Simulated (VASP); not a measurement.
Given:

```
CELL_PARAMETERS angstrom
      0.00000     3.06483     3.06483
      3.06483     0.00000     3.06483
     12.25159    12.25159     0.00771
ATOMIC_POSITIONS crystal
  Hg 0.00122 0.00122 0.99909
  Hg 0.99970 0.99970 0.25023
  Hg 0.99913 0.99913 0.50065
  Se 0.25035 0.25035 0.06224
  Se 0.24956 0.24956 0.31283
  Se 0.24862 0.24862 0.56354
  Se 0.25223 0.25223 0.81083
  Cd 0.99920 0.99920 0.75060
```

The numbers are results of PBEsol GGA, VASP's PBE PAW potentials (set 64) (plane waves; VASP), not measurements. Settings: 400 eV cut-off, Gaussian smearing of 0.050 eV, potentials Hg Se Cd.

### Question
Give the energies of bands 27 to 40 at the high-symmetry points, in eV from the Fermi level.

### Answer

| band | Γ | T | H2 | L | S0 | F |
|---|---|---|---|---|---|---|
| 27 | -2.93 | -1.96 | -5.02 | -4.84 | -5.02 | -4.85 |
| 28 | -0.99 | -1.51 | -4.34 | -4.36 | -4.34 | -4.34 |
| 29 | -0.99 | -0.95 | -2.85 | -2.36 | -2.85 | -2.32 |
| 30 | -0.74 | -0.95 | -2.77 | -2.31 | -2.75 | -2.21 |
| 31 | -0.59 | -0.73 | -2.63 | -2.05 | -2.67 | -2.18 |
| 32 | -0.59 | -0.73 | -2.56 | -1.96 | -2.55 | -2.15 |
| 33 | -0.41 | -0.24 | -1.73 | -1.60 | -1.76 | -1.64 |
| 34 | -0.41 | -0.24 | -1.67 | -1.46 | -1.64 | -1.52 |
| 35 | -0.03 | -0.08 | -1.60 | -1.18 | -1.63 | -0.92 |
| 36 | 0.00 | -0.08 | -1.54 | -1.07 | -1.52 | -0.92 |
| 37 | 0.00 | 0.57 | 2.91 | 1.85 | 2.88 | 1.25 |
| 38 | 1.08 | 0.75 | 2.97 | 2.09 | 2.98 | 2.72 |
| 39 | 1.09 | 1.14 | 3.08 | 2.87 | 3.08 | 2.73 |
| 40 | 1.65 | 1.63 | 3.79 | 3.03 | 3.79 | 2.90 |

It has no gap at this level: it comes out as a metal or semimetal.

The structure was generated: CdHg3Se4 was put into an ordered model structure (R3m), which need not be its known phase. It was relaxed first.
